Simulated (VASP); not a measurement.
Output of a VASP run:

File OSZICAR:
```
       N       E                     dE             d eps       ncg     rms          rms(c)
DAV:   1    -0.316462221827E+03   -0.31646E+03   -0.22634E+01   324   0.127E+01    0.139E+01
DAV:   2    -0.316602367019E+03   -0.14015E+00   -0.58474E-01   342   0.115E+00    0.922E+00
DAV:   3    -0.316548827974E+03    0.53539E-01   -0.32416E-02   358   0.311E-01    0.540E+00
DAV:   4    -0.316528290850E+03    0.20537E-01   -0.14115E-02   366   0.197E-01    0.306E+00
DAV:   5    -0.316521819573E+03    0.64713E-02   -0.44130E-03   374   0.106E-01    0.172E+00
DAV:   6    -0.316519603998E+03    0.22156E-02   -0.98748E-04   366   0.559E-02    0.959E-01
DAV:   7    -0.316518835270E+03    0.76873E-03   -0.29392E-04   350   0.333E-02    0.528E-01
DAV:   8    -0.316518589193E+03    0.24608E-03   -0.10913E-04   358   0.208E-02    0.287E-01
DAV:   9    -0.316518518947E+03    0.70245E-04   -0.36423E-05   288   0.124E-02    0.154E-01
DAV:  10    -0.316518503167E+03    0.15780E-04   -0.12716E-05   184   0.779E-03    0.840E-02
DAV:  11    -0.316518502632E+03    0.53537E-06   -0.52425E-06   190   0.485E-03
   1 F= -.31651850E+03 E0= -.31651850E+03  d E =-.989580E-13
```

File OUTCAR:
```
------------------------ aborting loop because EDIFF is reached ----------------------------------------
  volume of cell :     1529.70
      direct lattice vectors                 reciprocal lattice vectors
    11.522210421  0.000000000  0.000000000     0.086788903  0.000000000  0.000000000
     0.000000000 11.522210421  0.000000000     0.000000000  0.086788903  0.000000000
     0.000000000  0.000000000 11.522210421     0.000000000  0.000000000  0.086788903
  FREE ENERGIE OF THE ION-ELECTRON SYSTEM (eV)
  ---------------------------------------------------
  free  energy   TOTEN  =      -316.5185026320 eV

  energy  without entropy=     -316.5185026320  energy(sigma->0) =     -316.51850263

  exchange ACFDT corr.  =         0.00000000  see jH, gK, PRB 81, 115126
```
(Selected blocks of OUTCAR.)

### POSCAR
```
Ga33As32
1
   11.5222104212     0.0000000000     0.0000000000
    0.0000000000    11.5222104212     0.0000000000
    0.0000000000     0.0000000000    11.5222104212
Ga As
33 32
Direct
  0.4987076595   0.9973745077   0.9977109576
  0.7525779326   0.2512411736   0.9976227879
  0.7526258054   0.9973393589   0.2516512586
  0.9995894370   0.9997203095   0.9998375526
  0.2483439926   0.2483074321   0.9993453173
  0.5013510593   0.5012630620   0.9994135448
  0.7500968790   0.7502086360   0.9999281942
  0.2484667251   0.9987673339   0.2488405465
  0.5089428989   0.2408052065   0.2411759025
  0.7508762767   0.5013642086   0.2487548854
  0.5013137439   0.9987985435   0.5016682189
  0.7508117432   0.2484576209   0.5017647702
  0.7500021003   0.9998539729   0.7502850392
  0.9972574950   0.4986369437   0.9975623601
  0.2513086889   0.7526763661   0.9974059650
  0.9990519655   0.2483071668   0.2486875468
  0.2404009496   0.5092566232   0.2406955053
  0.5016312150   0.7508381307   0.2485391821
  0.9975289451   0.9975846925   0.4990978326
  0.2410351691   0.2410466331   0.5088949773
  0.5096241079   0.5094012428   0.5099477601
  0.7528089583   0.7527615760   0.4988282628
  0.2513865244   0.9974321669   0.7527883898
  0.5014236072   0.2484961850   0.7512798692
  0.7526788531   0.4986992866   0.7528443512
  0.9972823008   0.7526491480   0.2515322364
  0.9989837918   0.5014251120   0.5017381104
  0.2483748562   0.7507328679   0.5017552449
  0.9973592523   0.2513209460   0.7528223797
  0.2485040799   0.5014171835   0.7513447265
  0.4986326659   0.7525620550   0.7529203467
  0.9997430318   0.7502357266   0.7503437721
  0.3753290904   0.3762658799   0.3750838115
  0.6317544155   0.1182820547   0.1186263474
  0.8750062454   0.3749193381   0.1253048623
  0.8749805725   0.1250927255   0.3752600743
  0.1244159723   0.1242506651   0.1246755322
  0.3748336835   0.3748716775   0.1238680066
  0.6255260618   0.6253653846   0.1245769530
  0.8749010219   0.8749742987   0.1245839181
  0.3749069748   0.1235715264   0.3751533055
  0.6263577730   0.3750448745   0.3752725421
  0.8749935076   0.6248247304   0.3751529898
  0.6252900235   0.1244491894   0.6256186552
  0.8749518310   0.3749510761   0.6250485078
  0.8748894346   0.1244233686   0.8750697841
  0.1180902209   0.6319245010   0.1182477052
  0.3749951119   0.8749072292   0.1252519669
  0.1234445778   0.3750621435   0.3750594737
  0.3750239773   0.6263799528   0.3751538281
  0.6248876425   0.8749079621   0.3751580762
  0.1184900452   0.1185298480   0.6319344199
  0.3749649338   0.3750830096   0.6265729350
  0.6320028352   0.6319932729   0.6321094975
  0.8750139511   0.8750957079   0.6257424650
  0.3750053268   0.1250768344   0.8752485959
  0.6248765562   0.3749886239   0.8752056383
  0.8749997843   0.6256040950   0.8751525413
  0.1249874363   0.8748982582   0.3752728741
  0.1244216198   0.6253854374   0.6257637065
  0.3749317905   0.8748315743   0.6250858342
  0.1250448978   0.3749553368   0.8752587781
  0.3750139185   0.6248057049   0.8752554908
  0.6254925954   0.8750412934   0.8751662241
  0.1243984592   0.8750390073   0.8750438646
```

Problem. Reconstruct the remaining input files.

Solution. This is not unique; one that fits is the input of the run itself, HSE06 screened hybrid, plane waves, VASP's PBE PAW potentials (set 64).

KPOINTS:
```
kpoints
0
Gamma
 1 1 1
0 0 0
```

**INCAR**
```
PRECFOCK  =  Fast
HFSCREEN  =  0.2   ! 1/Angstrom
ISYM  =  0
SYSTEM  =  Ga33As32
LASPH  =  .TRUE.
ISMEAR  =  0   ! Gaussian
LWAVE  =  .FALSE.
PREC  =  Normal
SIGMA  =  0.05   ! width (eV)
GGA  =  PE   ! PBE
LREAL  =  Auto   ! projection in real space or not
ISIF  =  0
NELM  =  50   ! most electronic steps
NELECT  =  258.0
ENCUT  =  400   ! plane-wave cut-off (eV)
EDIFF  =  1E-5   ! SCF stop (eV)
LHFCALC  =  .TRUE.
LCHARG  =  .FALSE.
AEXX  =  0.25
LMAXMIX  =  4
NELMIN  =  4
ALGO  =  Normal
```

POTCAR, in this order: Ga As (PBE.64 set). Program: vasp_gam. Read from the step before: WAVECAR.

The cell is charged, with a uniform compensating background. The supercell is sampled at Γ alone, which is coarse: total energies, pressure and levels can be off, energies of defects by several tenths of an eV.

The cell is a supercell with a defect, built from GaAs (zinc blende): Ga_i, charge +1. The cell's shape comes from a PBE relaxation. The run is not spin-polarised, so no state with unpaired spins was tried.
